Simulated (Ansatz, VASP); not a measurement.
## GaAs in two plane-wave programs

Aim: how closely do two programs agree when they are given the same cell, functional and k mesh? The structure shown comes from an earlier run, which isn't shown and may have moved the atoms alone.

Method: plane waves, with VASP 6.6.1 beside it; PBE, in Ansatz 0.2.0.

## (1) The starting structure

Symmetry: F-43m, No. 216, cubic system. Conventional cell: a = 5.654 Å, b = 5.654 Å, c = 5.654 Å, α = 90.00°, β = 90.00°, γ = 90.00°. Nearest to Ga lie 4 As at 2.45 Å. Nearest to As lie 4 Ga at 2.45 Å. Farther neighbours are not listed.

## (2) Ansatz: elastic constants, PBE

Ansatz runs on its default PAW (the set named soft_2) files.

Elastic constants are differences of stresses under small strains, so they test the stress and the mesh.

Contents of input.yaml:

```yaml
crystal:
  lattice:
    - [0.0, 2.82685, 2.82685]
    - [2.82685, 0.0, 2.82685]
    - [2.82685, 2.82685, 0.0]
  atoms:
    - { symbol: Ga, position: [0.0, 0.0, 0.0] }
    - { symbol: As, position: [0.25, 0.25, 0.25] }
kpoints:
  mp_grid: { grid: [10, 10, 10] }
hamiltonian:
  xc: pbe
scf:
  occupations: { method: fixed }
output:
  forces: true
  stress: true
  eigenvalues: true
elastic:
  mode: relaxed_ion
  stencil: two_point
```

The run is started by

```sh
ansatz run input.yaml --threads 8 --pin off --max-ram 14336MiB --backend cpu --events-out ev --progress --plain --runs-dir out
```

Numbers of over 12 decimals in the logs are rounded to 6 here.

The program printed:

```text
Engine: ansatz 0.2.0, x86_64-unknown-linux-gnu
Pseudopotentials: kind: paw
Pseudopotential: Ga, paw, valence charge 13, recommended cutoff 420 eV (normal), Ga.paw.azcp
Pseudopotential: As, paw, valence charge 15, recommended cutoff 420 eV (normal), As.paw.azcp
Functional definition: PBE
  parameter kappa = 0.804
  parameter beta = 0.066725
  exchange = pbe_x(kappa = kappa, mu = beta*pi^2/3)
  correlation = pbe_c(beta = beta)
Crystal: 2 atoms, lattice volume = 45.179 Å³
Basis set: ecut = 420 eV, 893 PW (Γ), exchange–correlation on 54×54×54 points (8 copies of the dense FFT grid, shifted against one another)
Bands: 18, of which v1, the nominal top of the filled ones, is band 14 counted from 1 (13 counted from 0)
Symmetry: 24 space group operations
Space group: F-43m (ITA 216), of the structure as read, at distance tolerance 3.6e-5 Å
k-points: 47 of 1000 (time reversal used)
Non-local potential: Ga, projectors of the file, l = 0: 2, l = 1: 2, l = 2: 3, l = 3: 1
Non-local potential: As, projectors of the file, l = 0: 2, l = 1: 2, l = 2: 3, l = 3: 1
PAW form: soft (Blöchl's): semilocal exchange-correlation on the pseudo side does not see the compensation charge
PAW one-centre angular grid: Ga, 590 points (default); XC on 64 Gauss nodes
PAW one-centre angular grid: As, 590 points (default); XC on 64 Gauss nodes
Initial density: superposition of atomic densities (neutral atoms: chi_scale 0, normalization atom), corrected by the library's trained network
Initial wavefunctions: pseudopotential atomic-orbital guess
Functional: x = pbe(κ = 0.804, μ = 0.219515), c = pbe(β = 0.066725)
SCF iter   1: F=—  HF=-8639.839001 eV  |F-HF|=—  |Δ(HF+E_count)|=         —  Δρ=1.83e-3  dr2=2.62e-3  ethr=1.77e-3  ⟨swp⟩=4.8  Hψ=3534  notcnv=0  defer=73
preconditioner: auto → none  [insulator: Δε(μ)=0.507 eV  Ē_g=15.488 eV  n_scr=14 (ndim 8)  ℏωp=23.4 eV  f_vac=0.086  ε∞_Penn≈3.3]
SCF iter   2: F=—  HF=-8639.837872 eV  |F-HF|=—  |Δ(HF+E_count)|=   1.13e-3  Δρ=9.33e-4  dr2=3.56e-4  ethr=9.34e-6  ⟨swp⟩=2.0  Hψ=1746  notcnv=0  defer=87
SCF iter   3: F=—  HF=-8639.837772 eV  |F-HF|=—  |Δ(HF+E_count)|=   1.00e-4  Δρ=2.83e-4  dr2=4.40e-5  ethr=1.27e-6  ⟨swp⟩=2.0  Hψ=1370  notcnv=0  defer=87
SCF iter   4: F=—  HF=-8639.837791 eV  |F-HF|=—  |Δ(HF+E_count)|=   1.93e-5  Δρ=1.41e-4  dr2=1.21e-5  ethr=1.57e-7  ⟨swp⟩=2.4  Hψ=1246  notcnv=0  defer=7
SCF iter   5: F=—  HF=-8639.837793 eV  |F-HF|=—  |Δ(HF+E_count)|=   2.48e-6  Δρ=3.82e-5  dr2=7.28e-7  ethr=4.32e-8  ⟨swp⟩=2.0  Hψ=1034  notcnv=0
SCF iter   6: F=—  HF=-8639.837794 eV  |F-HF|=—  |Δ(HF+E_count)|=   6.17e-7  Δρ=4.89e-6  dr2=1.89e-8  ethr=2.60e-9  ⟨swp⟩=2.0  Hψ=1269  notcnv=0
SCF iter   7: F=—  HF=-8639.837794 eV  |F-HF|=—  |Δ(HF+E_count)|=   1.03e-8  Δρ=1.35e-6  dr2=6.26e-10  ethr=6.76e-11  ⟨swp⟩=2.0  Hψ=1504  notcnv=0
SCF iter   8: F=—  HF=-8639.837794 eV  |F-HF|=—  |Δ(HF+E_count)|=   1.55e-9  Δρ=2.43e-7  dr2=1.41e-11  ethr=2.24e-12  ⟨swp⟩=2.0  Hψ=1504  notcnv=0
SCF iter   9: F=—  HF=-8639.837794 eV  |F-HF|=—  |Δ(HF+E_count)|=  4.37e-11  Δρ=2.58e-8  dr2=1.67e-13  ethr=5.03e-14 (applied; sched 1.00e-12)  ⟨swp⟩=3.0  Hψ=1504  notcnv=0
SCF iter  10: F=-8639.837794 eV  HF=-8639.837794 eV  |F-HF|=1.82e-12  |Δ(HF+E_count)|=    0.00e0  Δρ=1.14e-9  dr2=3.86e-16  ethr=1.00e-12  ⟨swp⟩=5.1  Hψ=3783  notcnv=0
SCF 1 converged in 10 iterations: F = -8639.837794 eV  dr2 = 3.86e-16
  greatest PAW one-centre occupation: 0.999 electrons in one spin orbital (limit 2), on the As atom at site 1 (counted from 0), in its partial waves of l = 2
Crystal: 2 atoms, lattice volume = 45.089 Å³
Symmetry: 8 space group operations
k-points: 102 of 1000 (time reversal used)
Initial density: handed on by an earlier stage of this run
Initial wavefunctions: those handed on with the density
iter 1 solved again at ethr=2.04e-8 eV; its pass at ethr=3.10e-3 eV (dr2=5.70e-6 eV) is discarded
SCF iter   1: F=—  HF=-8639.835882 eV  |F-HF|=—  |Δ(HF+E_count)|=         —  Δρ=1.09e-4  dr2=5.13e-6  ethr=2.04e-8  ⟨swp⟩=2.5  Hψ=9320  notcnv=0  defer=111
preconditioner: auto → none  [insulator: Δε(μ)=0.524 eV  Ē_g=15.485 eV  n_scr=14 (ndim 8)  ℏωp=23.5 eV  f_vac=0.076  ε∞_Penn≈3.3]
SCF iter   2: F=—  HF=-8639.835880 eV  |F-HF|=—  |Δ(HF+E_count)|=   2.44e-6  Δρ=5.35e-5  dr2=1.01e-6  ethr=1.83e-8  ⟨swp⟩=1.0  Hψ=1842  notcnv=0  defer=21
SCF iter   3: F=—  HF=-8639.835879 eV  |F-HF|=—  |Δ(HF+E_count)|=   4.79e-7  Δρ=9.05e-6  dr2=5.02e-8  ethr=3.60e-9  ⟨swp⟩=2.4  Hψ=2666  notcnv=0
SCF iter   4: F=—  HF=-8639.835879 eV  |F-HF|=—  |Δ(HF+E_count)|=   1.95e-8  Δρ=2.85e-6  dr2=2.12e-9  ethr=1.79e-10  ⟨swp⟩=2.0  Hψ=3264  notcnv=0
SCF iter   5: F=—  HF=-8639.835879 eV  |F-HF|=—  |Δ(HF+E_count)|=   1.91e-9  Δρ=9.16e-7  dr2=2.38e-10  ethr=7.58e-12  ⟨swp⟩=2.0  Hψ=3082  notcnv=0
[...]
SCF iter   4: F=—  HF=-8639.837763 eV  |F-HF|=—  |Δ(HF+E_count)|=  1.09e-10  Δρ=1.86e-7  dr2=8.76e-12  ethr=3.38e-13 (applied; sched 1.00e-12)  ⟨swp⟩=2.0  Hψ=4617  notcnv=0  defer=205
SCF iter   5: F=—  HF=-8639.837763 eV  |F-HF|=—  |Δ(HF+E_count)|=  5.46e-12  Δρ=8.98e-8  dr2=3.07e-12  ethr=3.13e-14 (applied; sched 1.00e-12)  ⟨swp⟩=2.0  Hψ=4617  notcnv=0  defer=205
SCF iter   6: F=-8639.837763 eV  HF=-8639.837763 eV  |F-HF|=1.82e-12  |Δ(HF+E_count)|=  3.64e-12  Δρ=1.52e-8  dr2=4.91e-14  ethr=1.00e-12  ⟨swp⟩=3.0  Hψ=13156  notcnv=0
SCF 6 converged in 6 iterations: F = -8639.837763 eV  dr2 = 4.91e-14
relax step   3: F+E_penalty+E_count = -8639.83776268 eV  Δ(F+E_penalty+E_count) = -5.226e-7 eV  max|allowed force component| = 8.834e-9 eV/Å  Δτ_max = 0.0002 Å  (6 SCF iters, accepted)
[...]
relax step   1: F+E_penalty+E_count = -8639.83774958 eV  Δ(F+E_penalty+E_count) = +0.000e0 eV  max|allowed force component| = 1.576e-2 eV/Å  Δτ_max = 0.0000 Å  (10 SCF iters, accepted)
[...]
relax step   2: F+E_penalty+E_count = -8639.83776268 eV  Δ(F+E_penalty+E_count) = -1.310e-5 eV  max|allowed force component| = 5.879e-8 eV/Å  Δτ_max = 0.0008 Å  (7 SCF iters, accepted)
iter 1 solved again at ethr=1.00e-12 eV; its pass at ethr=3.10e-3 eV (dr2=6.60e-13 eV) is discarded
SCF iter   1: F=—  HF=-8639.837764 eV  |F-HF|=—  |Δ(HF+E_count)|=         —  Δρ=7.86e-8  dr2=5.92e-13  ethr=1.00e-12  ⟨swp⟩=2.5  Hψ=14206  notcnv=0
SCF iter   2: F=—  HF=-8639.837763 eV  |F-HF|=—  |Δ(HF+E_count)|=   1.57e-6  Δρ=4.81e-8  dr2=3.39e-13  ethr=2.12e-15 (applied; sched 1.00e-12)  ⟨swp⟩=3.0  Hψ=7011  notcnv=0
SCF iter   3: F=-8639.837763 eV  HF=-8639.837763 eV  |F-HF|=3.64e-12  |Δ(HF+E_count)|=    0.00e0  Δρ=2.79e-8  dr2=7.92e-14  ethr=1.00e-12  ⟨swp⟩=3.0  Hψ=10927  notcnv=0
SCF 10 converged in 3 iterations: F = -8639.837763 eV  dr2 = 7.92e-14
SCF converged after 10 iterations
Free energy (F): -8639.837794 eV
Harris-Foulkes:  -8639.837794 eV  (|F-HF|=1.82e-12)
Internal energy: -8639.837794 eV  (E = F + TS)
E sigma→0 (E₀):  -8639.837794 eV
Fermi energy:    8.182295 eV
--- Per-component energies (eV) ---
  E_band       = -311.990382
  E_kinetic    = 219.478165
  E_local      = -3915.437545  (includes V_loc(G=0)·N_el)
  E_nonlocal   = -245.807661
  E_hartree    = 1973.394743
  E_xc         = -148.510509
  E_vxc        = -137.546406  (∫ρ·V_xc dr)
  E_paw        = -3824.227063  (= ΣΔE_a)
  E_vpaw       = -179.466283  (= ΣTr[D̂ρ^β])
  E_aug_tail   = -0.000138  (compensation charges beyond the density's cutoff)
  E_ewald      = -2698.727786
  E_smearing   = -0.000000  (= −TS)
  E_closure    = -0.000000  (closes the sum)
  Σ components = -8639.837794   (vs F -8639.837794, Δ=0.00e0)
--- Forces (eV/Å), atoms counted from 1 ---
  atom   1  Ga     0.00000000    -0.00000000    -0.00000000
  atom   2  As    -0.00000000    -0.00000000     0.00000000
  max |Σ_I F_I| component: 2.22e-16 eV/Å
--- Stress (GPa, compression-positive) ---
        3.285583      -0.000000       0.000000
       -0.000000       3.285583       0.000000
        0.000000       0.000000       3.285583
  P = ⅓ Tr σ = 3.2856 GPa (32.856 kbar)
--- Band table (eV; the first three rows and the last of 47) ---
  k-point 0: bands = [... 10 lower, -4.5452, 8.1823, 8.1823, 8.1823, 8.6984, 11.9229, 11.9229, 11.9229]
  k-point 1: bands = [... 10 lower, -4.4275, 6.6718, 8.0239, 8.0239, 9.6602, 12.1582, 12.1582, 12.1754]
  k-point 2: bands = [... 10 lower, -4.0897, 4.8879, 7.6818, 7.6818, 9.7685, 12.6183, 12.6183, 13.3463]
  k-point 46: bands = [... 10 lower, -1.9932, 1.5397, 4.7236, 4.8978, 12.1051, 12.2272, 14.4949, 14.8850]
--- Elastic constants: 2 strain directions × 2 members + reference (group order 24) ---
  dense FFT box of the reference and of every strained cell: 27×27×27
  strains applied: 11, 23; error gains: componentwise 1.00 (the most a stress slope's error grows in a printed constant), spectral 1.73 (1 for all six strains in a standard setting)
  C = ∂σ_k/∂η_j (tension-positive GPa; Voigt order 11 22 33 23 13 12):
       115.220     56.309     56.309      0.000      0.000      0.000
        56.309    115.220     56.309     -0.000      0.000     -0.000
        56.309     56.309    115.220     -0.000     -0.000     -0.000
         0.000      0.000      0.000     55.212      0.000      0.000
         0.000      0.000      0.000     -0.000     55.212     -0.000
         0.000     -0.000      0.000      0.000     -0.000     55.212
  reference stress σ⁰ (GPa):     -3.286     -3.286     -3.286     -0.000     -0.000      0.000
  C* (energy form; C + prestress term) asymmetry max|C*_kj − C*_jk| = 7.105e-15 GPa — a small one proves nothing (zero by symmetry where the batch's group is 432, −43m or m−3m); a large one is finite-difference/SCF noise where every solve meets its electron count
  moduli (Voigt/Reuss/Hill, GPa): K = 75.95/75.95/75.95   G = 44.91/40.90/42.91   E = 108.32   ν = 0.262
  mechanically stable: yes (min eigenvalue of sym C = 55.21 GPa)
  strain η (Voigt 11):  stress-route row diagonal C_11 = 115.22 GPa, energy-path curvature d²(F+E_count+ΔE)/dδ²/Ω₀ = 115.13 GPa
         δ    σ_11 (GPa)             F (eV)   n_scf  n_hpsi   n_pw
    -2.000e-3      -3.5166       -8639.8358790       8   33225    903   relax 0 steps, max|allowed force component| 2.75e-17 eV/Å
     2.000e-3      -3.0557       -8639.8395802       7   29147    907   relax 0 steps, max|allowed force component| 2.78e-17 eV/Å
  strain η (Voigt 23):  stress-route row diagonal C_44 = 55.21 GPa, energy-path curvature d²(F+E_count+ΔE)/dδ²/Ω₀ = 56.94 GPa
         δ    σ_23 (GPa)             F (eV)   n_scf  n_hpsi   n_pw
    -2.000e-3      -0.1104       -8639.8377627       3   34695    903   relax 3 steps, max|allowed force component| 8.83e-9 eV/Å
     2.000e-3       0.1104       -8639.8377627       3   33718    903   relax 2 steps, max|allowed force component| 5.88e-8 eV/Å
```

In the SCF lines HF is the Harris–Foulkes energy and dr2 the Hartree energy of the density residual, in eV; the loop may stop once dr2 is under the threshold and the program's other checks hold. Hψ counts applications of the Hamiltonian.

[end of part 1 of 2]

[Lines on the potential files, build, host, timing and source positions are cut from VASP's logs without a mark.]

[Logs are printed without paths, hosts, clocks, repeated set-up lines and the standing remarks that a program may print on its own settings, such as how far it seeks lower states.]

[Hosts, paths, dates, database ids (printed as entryN), source tags and the programs' standing remarks are cut or masked in the printed files.]
